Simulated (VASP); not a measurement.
All values below come from PBE GGA, VASP's PBE PAW potentials (set 64) (plane waves; VASP).

VASP ran on this input.

**INCAR**
```
LCHARG = .FALSE.
EDIFFG = -0.02   # ionic stop
IBRION = 2
LASPH = .TRUE.
GGA = PE   # PBE
LWAVE = .FALSE.
ALGO = Normal   # blocked Davidson
NELM = 100   # most electronic steps
ENCUT = 500   # plane-wave cut-off (eV)
PSTRESS = 50
LREAL = .FALSE.   # projection in real space or not
ISIF = 3
EDIFF = 1E-6   # SCF stop (eV)
LMAXMIX = 4   # l cut-off of mixed one-centre charges
NSW = 40
PREC = Accurate
ISMEAR = 1   # Methfessel-Paxton
SIGMA = 0.1
SYSTEM = V
```

KPOINTS:
```
Automatic mesh
0
Gamma
17 17 17
0 0 0
```

File POSCAR:
```
V
1
   -1.4990564916     1.4990564916     1.4990564916
    1.4990564916    -1.4990564916     1.4990564916
    1.4990564916     1.4990564916    -1.4990564916
V
1
Direct
  0.0000000000   0.0000000000   0.0000000000
```

POTCAR, in this order: V_sv (PBE.64 set). Program: vasp_std.

The run wrote:

### OSZICAR
```
       N       E                     dE             d eps       ncg     rms          rms(c)
DAV:   1     0.854161501577E+02    0.85416E+02   -0.72424E+03  3300   0.138E+03
DAV:   2    -0.889516589693E+01   -0.94311E+02   -0.92313E+02  3414   0.365E+02
DAV:   3    -0.103799502110E+02   -0.14848E+01   -0.14609E+01  3482   0.542E+01
DAV:   4    -0.103894442149E+02   -0.94940E-02   -0.94925E-02  3346   0.458E+00
DAV:   5    -0.103895513843E+02   -0.10717E-03   -0.10717E-03  3436   0.484E-01    0.183E+01
DAV:   6    -0.901643451259E+01    0.13731E+01   -0.55729E+00  3314   0.353E+01    0.169E+00
DAV:   7    -0.899775028075E+01    0.18684E-01   -0.20925E-02  3328   0.214E+00    0.925E-01
DAV:   8    -0.898942301083E+01    0.83273E-02   -0.65888E-03  3326   0.141E+00    0.627E-02
DAV:   9    -0.898946463646E+01   -0.41626E-04   -0.69356E-05  3328   0.140E-01    0.328E-02
DAV:  10    -0.898946864593E+01   -0.40095E-05   -0.71978E-06  3320   0.323E-02    0.157E-03
DAV:  11    -0.898946944531E+01   -0.79938E-06   -0.10442E-07  1672   0.521E-03
   1 F= -.85689623E+01 E0= -.85685913E+01  d E =-.856896E+01
       N       E                     dE             d eps       ncg     rms          rms(c)
DAV:   1    -0.978802182442E+01   -0.79855E+00   -0.17309E+01  3300   0.726E+01    0.108E+01
DAV:   2    -0.897204946915E+01    0.81597E+00   -0.32993E+00  3310   0.281E+01    0.219E+00
DAV:   3    -0.896309703152E+01    0.89524E-02   -0.12875E-02  3300   0.166E+00    0.138E+00
DAV:   4    -0.895939939204E+01    0.36976E-02   -0.79624E-03  3304   0.125E+00    0.656E-02
DAV:   5    -0.895944247937E+01   -0.43087E-04   -0.12525E-04  3356   0.160E-01    0.402E-02
DAV:   6    -0.895942537144E+01    0.17108E-04   -0.10627E-05  3316   0.439E-02    0.215E-03
DAV:   7    -0.895942591227E+01   -0.54084E-06   -0.57856E-08  1650   0.352E-03
   2 F= -.85639258E+01 E0= -.85636067E+01  d E =0.503651E-02
       N       E                     dE             d eps       ncg     rms          rms(c)
DAV:   1    -0.927303004745E+01   -0.31360E+00   -0.60733E+00  3300   0.446E+01    0.576E+00
DAV:   2    -0.898845013662E+01    0.28458E+00   -0.13444E+00  3308   0.167E+01    0.111E+00
DAV:   3    -0.898539043596E+01    0.30597E-02   -0.54098E-03  3300   0.116E+00    0.569E-01
DAV:   4    -0.898423661434E+01    0.11538E-02   -0.29203E-03  3304   0.765E-01    0.500E-02
DAV:   5    -0.898425333744E+01   -0.16723E-04   -0.45850E-05  3350   0.988E-02    0.158E-02
DAV:   6    -0.898425154813E+01    0.17893E-05   -0.67421E-06  3302   0.356E-02    0.118E-03
DAV:   7    -0.898425127073E+01    0.27739E-06   -0.26765E-08  1650   0.244E-03
   3 F= -.85744286E+01 E0= -.85740141E+01  d E =-.546629E-02
```

File OUTCAR:
```
------------------------ aborting loop because EDIFF is reached ----------------------------------------
  FORCE on cell =-STRESS in cart. coord.  units (eV):
  Direction    XX          YY          ZZ          XY          YZ          ZX
  --------------------------------------------------------------------------------------
  Total        0.4057871      0.4057871      0.4057871      0.0000000      0.0000000     -0.0000000
  in kB       49.5076369     49.5076369     49.5076369      0.0000000      0.0000000     -0.0000000
  external PRESSURE =      -0.4923631 kB  Pullay stress =      50.0000000 kB
  volume of cell :       13.13
      direct lattice vectors                 reciprocal lattice vectors
    -1.486251145  1.486251145  1.486251145     0.000000000  0.336416898  0.336416898
     1.486251145 -1.486251145  1.486251145     0.336416898  0.000000000  0.336416898
     1.486251145  1.486251145 -1.486251145     0.336416898  0.336416898  0.000000000
 POSITION                                       TOTAL-FORCE (eV/Angst)
 -----------------------------------------------------------------------------------
      0.00000      0.00000      0.00000        -0.000000      0.000000      0.000000
 -----------------------------------------------------------------------------------
    total drift:                               -0.000000     -0.000000      0.000000
  FREE ENERGIE OF THE ION-ELECTRON SYSTEM (eV)
  ---------------------------------------------------
  free  energy   TOTEN  =        -8.9842512707 eV

  energy  without entropy=       -8.9830079409  energy(sigma->0) =       -8.98383683
  enthalpy is  TOTEN    =        -8.5744285615 eV   P V=        0.4098227092

 reached required accuracy - stopping structural energy minimisation
```
(Selected blocks of OUTCAR.)

File CONTCAR:
```
V
   1.00000000000000
    -1.4862511450796270    1.4862511450796270    1.4862511450796270
     1.4862511450796270   -1.4862511450796270    1.4862511450796270
     1.4862511450796270    1.4862511450796270   -1.4862511450796270
  V
     1
Direct
     0.0000000000000000    0.0000000000000000    0.0000000000000000
```

OUTCAR:
```
 val. band max:       10.0170063793   @ k =  -0.4118  -0.4706   0.0588

 cond. band min:      10.0273301037   @ k =  -0.2353   0.2353   0.1765


 Fermi energy:        10.0256208013

 k-point     1 :       0.0000    0.0000    0.0000
  band No.  band energies     occupation
      1     -53.6680      2.00000
      2     -26.9259      2.00000
      3     -26.9259      2.00000
      4     -26.9259      2.00000
      5       3.3866      2.00000
      6      10.4409     -0.00000
      7      10.4409     -0.00000
      8      10.4409     -0.00000
      9      12.5150      0.00000
     10      12.5150      0.00000

 k-point     2 :       0.0588    0.0000    0.0000
  band No.  band energies     occupation
      1     -53.6608      2.00000
      2     -26.9604      2.00000
      3     -26.9364      2.00000
      4     -26.9262      2.00000
      5       3.5300      2.00000
      6      10.3787     -0.00001
      7      10.4278     -0.00000
      8      10.5440     -0.00000
      9      12.4425      0.00000
     10      12.5189      0.00000

 k-point     3 :       0.1176    0.0000    0.0000
  band No.  band energies     occupation
      1     -53.6400      2.00000
      2     -27.0584      2.00000
      3     -26.9662      2.00000
      4     -26.9270      2.00000
      5       3.9463      2.00000
      6      10.2048     -0.02950
      7      10.3670     -0.00002
      8      10.8463     -0.00000
      9      12.2810      0.00000
     10      12.5332      0.00000

 k-point     4 :       0.1765    0.0000    0.0000
  band No.  band energies     occupation
      1     -53.6082      2.00000
      2     -27.2052      2.00000
      3     -27.0112      2.00000
      4     -26.9282      2.00000
      5       4.5902      2.00000
      6       9.9514      1.94765
      7      10.2206     -0.01875
      8      11.3257     -0.00000
      9      12.1585      0.00000
     10      12.5639      0.00000

 k-point     5 :       0.2353    0.0000    0.0000
...
```

Energy and stress use the plane-wave basis of the starting cell.

The compound is V in the bcc structure. This run relaxes it under an external pressure of 5 GPa. Symmetry was kept, so distortions that lower it aren't found. The run is not spin-polarised, so no magnetic state was tried.
